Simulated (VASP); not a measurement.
# KTaO3: input slips in a band-gap run and what they do

Aim: see how common mistakes in a band-structure run show up, on KTaO3. The starting structure is a measured crystal structure from the Crystallography Open Database. Cell and atoms stay as given unless a step says otherwise.

Method: Kohn-Sham DFT with plane waves and PAW; LDA, in VASP 6.6.1.

### 1. The starting structure

It takes space group Pm-3m (No. 221, cubic). The conventional cell has a = 3.988 Å, b = 3.988 Å, c = 3.988 Å, α = 90.00°, β = 90.00°, γ = 90.00°. Nearest to Ta lie 6 O at 1.99 Å. K has 12 O at 2.82 Å nearest. O has 2 Ta at 1.99 Å and 4 K at 2.82 Å nearest. Farther neighbours and most contacts between anions are not listed.

### 2. Reference bands

INCAR

```
SYSTEM = KTaO3
PREC = Accurate
ENCUT = 460
EDIFF = 1E-06
NELM = 100
ISMEAR = 0
SIGMA = 0.03
LREAL = .FALSE.
ALGO = Normal
GGA = CA
NBANDS = 34
LORBIT = 11
LWAVE = .FALSE.
LCHARG = .FALSE.
KPAR = 4
```

POSCAR

```
KTaO3
1.0
    3.9883000000      0.0000000000      0.0000000000
    0.0000000000      3.9883000000      0.0000000000
    0.0000000000      0.0000000000      3.9883000000
Ta K O
1 1 3
Direct
    0.0000000000      0.0000000000      0.0000000000
    0.5000000000      0.5000000000      0.5000000000
    0.0000000000      0.0000000000      0.5000000000
    0.0000000000      0.5000000000      0.0000000000
    0.5000000000      0.0000000000      0.0000000000
```

KPOINTS

```
Automatic mesh
0
Gamma
6 6 6
0 0 0
```

KPOINTS_OPT

```
Line mode
8
Line-mode
Reciprocal
  0.00000000   0.00000000   0.00000000 GAMMA
  0.00000000   0.50000000   0.00000000 X

  0.00000000   0.50000000   0.00000000 X
  0.50000000   0.50000000   0.00000000 M

  0.50000000   0.50000000   0.00000000 M
  0.00000000   0.00000000   0.00000000 GAMMA

  0.00000000   0.00000000   0.00000000 GAMMA
  0.50000000   0.50000000   0.50000000 R

  0.50000000   0.50000000   0.50000000 R
  0.00000000   0.50000000   0.00000000 X

  0.50000000   0.50000000   0.00000000 M
  0.50000000   0.50000000   0.50000000 R
```

The projector-augmented-wave data sets are Ta_pv, K_sv and O (LDA family, release 64).

On the command line:

```
$ mpirun -np 4 vasp_std
```

The log of the run:

```text
[banner, memory and clock lines left out]
running    4 mpi-ranks, on    1 nodes
 distrk:  each k-point on    1 cores,    4 groups
 distr:  one band on    1 cores,    1 groups

 POSCAR found type information on POSCAR TaK O
 POSCAR found :  3 types and       5 ions
 LDA part: xc-table for (Slater(with rela. corr.)+CA(PZ))
 , standard interpolation
 POSCAR, INCAR and KPOINTS ok, starting setup
 FFT: planning ... GRIDC
 FFT: planning ... GRID_SOFT
 FFT: planning ... GRID
 WAVECAR not read
 entering main loop
       N       E                     dE             d eps       ncg     rms          rms(c)
DAV:   1     0.294412869694E+03    0.29441E+03   -0.18401E+04  1360   0.102E+03
DAV:   2    -0.357029370806E+02   -0.33012E+03   -0.31332E+03  1576   0.332E+02
DAV:   3    -0.528805162034E+02   -0.17178E+02   -0.17033E+02  1928   0.726E+01
DAV:   4    -0.533516432120E+02   -0.47113E+00   -0.47012E+00  1880   0.813E+00
DAV:   5    -0.533559286290E+02   -0.42854E-02   -0.42850E-02  1694   0.760E-01    0.339E+01
DAV:   6    -0.454504943275E+02    0.79054E+01   -0.19186E+01  1500   0.308E+01    0.128E+01
DAV:   7    -0.451656253672E+02    0.28487E+00   -0.15079E+00  1602   0.697E+00    0.949E+00
DAV:   8    -0.450857671478E+02    0.79858E-01   -0.48268E-01  1592   0.457E+00    0.360E+00
DAV:   9    -0.450541997011E+02    0.31567E-01   -0.42033E-02  1624   0.144E+00    0.437E-01
DAV:  10    -0.450516350036E+02    0.25647E-02   -0.11099E-02  1750   0.596E-01    0.189E-01
DAV:  11    -0.450514690167E+02    0.16599E-03   -0.68222E-04  1740   0.167E-01    0.225E-02
DAV:  12    -0.450514688329E+02    0.18377E-06   -0.60263E-05  1604   0.527E-02    0.172E-02
DAV:  13    -0.450514694294E+02   -0.59645E-06   -0.23456E-06  1526   0.972E-03
   1 F= -.45051469E+02 E0= -.45051469E+02  d E =-.872633E-17
 Start KPOINTS_OPT (optional k-point list driver)
k-point batch [1-20\48]
       N       E                     dE             ncg
DAV:   1    -0.134211753250E+04   -0.16815E+05     1368
DAV:   2    -0.771060548284E+04   -0.63685E+04     1560
DAV:   3    -0.805905652775E+04   -0.34845E+03     1928
DAV:   4    -0.807091002938E+04   -0.11854E+02     1886
DAV:   5    -0.807101768608E+04   -0.10766E+00     1810
DAV:   6    -0.807101995824E+04   -0.22722E-02     1760
DAV:   7    -0.807101997775E+04   -0.19515E-04     1732
DAV:   8    -0.807101997802E+04   -0.26391E-06     1176
[...]
k-point batch [41-48\48]
       N       E                     dE             ncg
DAV:   1     0.135462501616E+05   -0.11201E+05      544
DAV:   2     0.109535322387E+05   -0.25927E+04      620
DAV:   3     0.108144131133E+05   -0.13912E+03      832
DAV:   4     0.108111388435E+05   -0.32743E+01      708
DAV:   5     0.108110727627E+05   -0.66081E-01      726
DAV:   6     0.108110712979E+05   -0.14648E-02      700
DAV:   7     0.108110712865E+05   -0.11448E-04      712
DAV:   8     0.108110712863E+05   -0.13447E-06      480
```

Wall time 26 s (4 MPI ranks of Intel Xeon Platinum 8488C (Sapphire Rapids), shared host); peak memory 0.68 GiB; 87 s of CPU time.

The logs omit lines about the potential files and the build; timing stands in the text.

Parts of OUTCAR (step 2):

```text
ion  position               nearest neighbor table
   1  0.000  0.000  0.000-   3 1.99   4 1.99   5 1.99   3 1.99   4 1.99   5 1.99   2 3.45   2 3.45
                             2 3.45   2 3.45   2 3.45   2 3.45   2 3.45   2 3.45
   2  0.500  0.500  0.500-   3 2.82   4 2.82   5 2.82   4 2.82   5 2.82   3 2.82   5 2.82   5 2.82
                             3 2.82   4 2.82   4 2.82   3 2.82   1 3.45   1 3.45   1 3.45   1 3.45
   3  0.000  0.000  0.500-   1 1.99   1 1.99   2 2.82   2 2.82   2 2.82   2 2.82
   4  0.000  0.500  0.000-   1 1.99   1 1.99   2 2.82   2 2.82   2 2.82   2 2.82
   5  0.500  0.000  0.000-   1 1.99   1 1.99   2 2.82   2 2.82   2 2.82   2 2.82

  LATTYP: Found a simple cubic cell.
 ALAT       =     3.9883000000

 Subroutine GETGRP returns: Found 48 space group operations
 (whereof 48 operations were pure point group operations)

The static configuration has the point symmetry O_h .

 Found     20 irreducible k-points:

   k-points           NKPTS =     20   k-points in BZ     NKDIM =     20   number of bands    NBANDS=     34

   dimension x,y,z NGX =    28 NGY =   28 NGZ =   28
   dimension x,y,z NGXF=    56 NGYF=   56 NGZF=   56

   ENCUT  =  460.0 eV  33.81 Ry    5.81 a.u.   6.97  6.97  6.97*2*pi/ulx,y,z

   NELECT =      38.0000    total number of electrons

 k-points in reciprocal lattice and weights: Automatic mesh
   0.00000000  0.00000000  0.00000000       0.005
   0.16666667  0.00000000  0.00000000       0.028
   0.33333333  0.00000000  0.00000000       0.028
   0.50000000  0.00000000  0.00000000       0.014
   0.16666667  0.16666667  0.00000000       0.056
   0.33333333  0.16666667  0.00000000       0.111
   0.50000000  0.16666667  0.00000000       0.056
   0.33333333  0.33333333  0.00000000       0.056
   0.50000000  0.33333333  0.00000000       0.056
[...]
0.50000000  0.50000000  0.33333333       0.028
   0.50000000  0.50000000  0.50000000       0.005

 average (electrostatic) potential at core
       1 -41.2792       2 -32.1990       3 -73.0230       4 -73.0230       5 -73.0230

 E-fermi :   1.6895

 k-point     1 :       0.0000    0.0000    0.0000
  band No.  band energies     occupation
    ...
     15       0.4436      2.00000
     16       0.4436      2.00000
     17       0.8959      2.00000
     18       0.8959      2.00000
     19       0.8959      2.00000
     20       3.5428      0.00000
     21       3.5428      0.00000
     22       3.5428      0.00000
     23       7.8993      0.00000
     24       8.2830      0.00000
    ...

 k-point     2 :       0.1667    0.0000    0.0000
  band No.  band energies     occupation
    ...
     15       0.0285      2.00000
     16       0.2092      2.00000
     17       0.3124      2.00000
     18       0.7801      2.00000
     19       0.7801      2.00000
     20       3.5826      0.00000
     21       4.3652      0.00000
     22       4.3652      0.00000
     23       8.2969      0.00000
     24       8.3508      0.00000
    ...

 k-point     3 :       0.3333    0.0000    0.0000
  band No.  band energies     occupation
    ...
     15      -0.5916      2.00000
     16      -0.4508      2.00000
     17       0.0702      2.00000
     18       0.6956      2.00000
     19       0.6956      2.00000
     20       3.6649      0.00000
     21       5.7633      0.00000
     22       5.7633      0.00000
     23       8.3153      0.00000
     24       9.2848      0.00000
    ...

  Total       -2.0192615     -2.0192615     -2.0192615      0.0000000      0.0000000      0.0000000
  in kB      -50.9964214    -50.9964214    -50.9964214      0.0000000      0.0000000      0.0000000
  external PRESSURE =     -50.9964214 kB  Pullay stress =       0.0000000 kB

  energy-cutoff  :      460.00
  volume of cell :       63.44
      direct lattice vectors                 reciprocal lattice vectors
     3.988300000  0.000000000  0.000000000     0.250733395  0.000000000  0.000000000
     0.000000000  3.988300000  0.000000000     0.000000000  0.250733395  0.000000000
     0.000000000  0.000000000  3.988300000     0.000000000  0.000000000  0.250733395

 POSITION                                       TOTAL-FORCE (eV/Angst)
 -----------------------------------------------------------------------------------
      0.00000      0.00000      0.00000         0.000000      0.000000      0.000000
      1.99415      1.99415      1.99415         0.000000      0.000000      0.000000
      0.00000      0.00000      1.99415         0.000000      0.000000      0.000000
      0.00000      1.99415      0.00000         0.000000      0.000000      0.000000
      1.99415      0.00000      0.00000         0.000000      0.000000      0.000000
 -----------------------------------------------------------------------------------
    total drift:                                0.000000      0.000000     -0.000000

  FREE ENERGIE OF THE ION-ELECTRON SYSTEM (eV)
  ---------------------------------------------------
  free  energy   TOTEN  =       -45.0514694294 eV

  energy  without entropy=      -45.0514694294  energy(sigma->0) =      -45.05146943

 total charge
# of ion       s       p       d       tot
------------------------------------------
    1        0.349   6.359   2.085   8.793
    2        1.959   5.579   0.050   7.589
    3        1.559   3.498   0.000   5.057
    4        1.559   3.498   0.000   5.057
    5        1.559   3.498   0.000   5.057
--------------------------------------------------
tot          6.984  22.433   2.135  31.552

[... 3 further parts left out ...]
```

Spin-orbit coupling is off here; with elements this heavy it can split and shift levels by tenths of an eV. At this level the cell is under a tension of 5.1 GPa, so at these settings it is away from equilibrium.

The reference gap is 2.020 eV.

### 3. Bands with a fixed density without a density file

A slip made on purpose: a fixed density without a density file. Against step 2 the input has ICHARG = 11 (also changed: NELM).

Edit INCAR of step 2 so:

```diff
@@ -4,3 +4,3 @@
 EDIFF = 1E-06
-NELM = 100
+NELM = 60
 ISMEAR = 0
@@ -15 +15,2 @@
 KPAR = 4
+ICHARG = 11
```

POSCAR is that of step 2.

KPOINTS is that of step 2.

KPOINTS_OPT is that of step 2.

On the command line:

```
$ mpirun -np 4 vasp_std
```

The log of the run:

```text
[banner, memory and clock lines left out]
running    4 mpi-ranks, on    1 nodes
[...]
LDA part: xc-table for (Slater(with rela. corr.)+CA(PZ))
 , standard interpolation
 POSCAR, INCAR and KPOINTS ok, starting setup
[...]
WARNING: CHGCAR is incomplete
|                                                                             |
|     EEEEEEE  RRRRRR   RRRRRR   OOOOOOO  RRRRRR      ###     ###     ###     |
|     E        R     R  R     R  O     O  R     R     ###     ###     ###     |
|     E        R     R  R     R  O     O  R     R     ###     ###     ###     |
|     EEEEE    RRRRRR   RRRRRR   O     O  RRRRRR       #       #       #      |
|     E        R   R    R   R    O     O  R   R                               |
|     E        R    R   R    R   O     O  R    R      ###     ###     ###     |
|     EEEEEEE  R     R  R     R  OOOOOOO  R     R     ###     ###     ###     |
|                                                                             |
|     ERROR: charge density could not be read from file CHGCAR for            |
|     ICHARG>10                                                               |
|                                                                             |
|       ---->  I REFUSE TO CONTINUE WITH THIS SICK JOB ... BYE!!! <----       |
|                                                                             |

1
1
1
1
```

It took 10 s on 4 MPI ranks.

VASP stopped with this message: “ERROR: charge density could not be read from file CHGCAR for ICHARG>10”.

### 4. Bands with too few electronic steps

A slip made on purpose: too few electronic steps. Against step 2 the input has NELM = 4.

Edit INCAR of step 3 so:

```diff
@@ -4,3 +4,3 @@
 EDIFF = 1E-06
-NELM = 60
+NELM = 4
 ISMEAR = 0
@@ -15,2 +15 @@
 KPAR = 4
-ICHARG = 11
```

POSCAR is that of step 3.

KPOINTS is that of step 3.

KPOINTS_OPT is that of step 3.

On the command line:

```
$ mpirun -np 4 vasp_std
```

The log of the run:

```text
[... set-up lines as in an earlier step ...]
 entering main loop
       N       E                     dE             d eps       ncg     rms          rms(c)
[... 4 cycles as in an earlier step ...]
 -----------------------------------------------------------------------------
|                                                                             |
|           W    W    AA    RRRRR   N    N  II  N    N   GGGG   !!!           |
|           W    W   A  A   R    R  NN   N  II  NN   N  G    G  !!!           |
|           W    W  A    A  R    R  N N  N  II  N N  N  G       !!!           |
|           W WW W  AAAAAA  RRRRR   N  N N  II  N  N N  G  GGG   !            |
|           WW  WW  A    A  R   R   N   NN  II  N   NN  G    G                |
|           W    W  A    A  R    R  N    N  II  N    N   GGGG   !!!           |
|                                                                             |
|     The electronic self-consistency was not achieved in the given           |
|     number of steps (NELM). The forces and other quantities evaluated       |
|     might not be reliable so examine the results carefully. If you find     |
|     spurious results, we suggest increasing NELM, if you were close to      |
|     convergence or switching to a different ALGO or adjusting the           |
|     density mixing parameters otherwise.                                    |
|                                                                             |
 -----------------------------------------------------------------------------

   1 F= -.53351643E+02 E0= -.53351643E+02  d E =-.342399E-36
 Start KPOINTS_OPT (optional k-point list driver)
k-point batch [1-20\48]
       N       E                     dE             ncg
DAV:   1    -0.117245216746E+04   -0.16645E+05     1368
DAV:   2    -0.749075761151E+04   -0.63183E+04     1568
DAV:   3    -0.783350710659E+04   -0.34275E+03     1924
DAV:   4    -0.784524456409E+04   -0.11737E+02     1942
[...]
k-point batch [41-48\48]
       N       E                     dE             ncg
DAV:   1     0.136159947193E+05   -0.11132E+05      544
DAV:   2     0.110402239718E+05   -0.25758E+04      618
DAV:   3     0.109033235912E+05   -0.13690E+03      828
DAV:   4     0.109000789659E+05   -0.32446E+01      686
```

The job ended after 19 s (4 MPI ranks; peak memory 0.67 GiB).

OUTCAR, selected parts (step 4):

```text
  Total       53.5421421     53.5421421     53.5421421      0.0000000     -0.0000000      0.0000000
  in kB     1352.2060327   1352.2060327   1352.2060327      0.0000000     -0.0000000      0.0000000
  external PRESSURE =    1352.2060327 kB  Pullay stress =       0.0000000 kB

  FREE ENERGIE OF THE ION-ELECTRON SYSTEM (eV)
  ---------------------------------------------------
  free  energy   TOTEN  =       -53.3516432120 eV

  energy  without entropy=      -53.3516432120  energy(sigma->0) =      -53.35164321

[... 3 parts as in an earlier step ...]

[... 1 further part left out ...]
[key lines of the parts left out:]
E-fermi :  -1.2399
```

The electronic loop didn't reach EDIFF within its 4 cycles (NELM).

(Continued in part 2 of 2.)

[Lines on the potential files, build, host, timing and source positions are cut from VASP's logs without a mark.]

[Logs are printed without paths, hosts, clocks, repeated set-up lines and the standing remarks that a program may print on its own settings, such as how far it seeks lower states.]

[Hosts, paths, dates, database ids (printed as entryN), source tags and the programs' standing remarks are cut or masked in the printed files.]
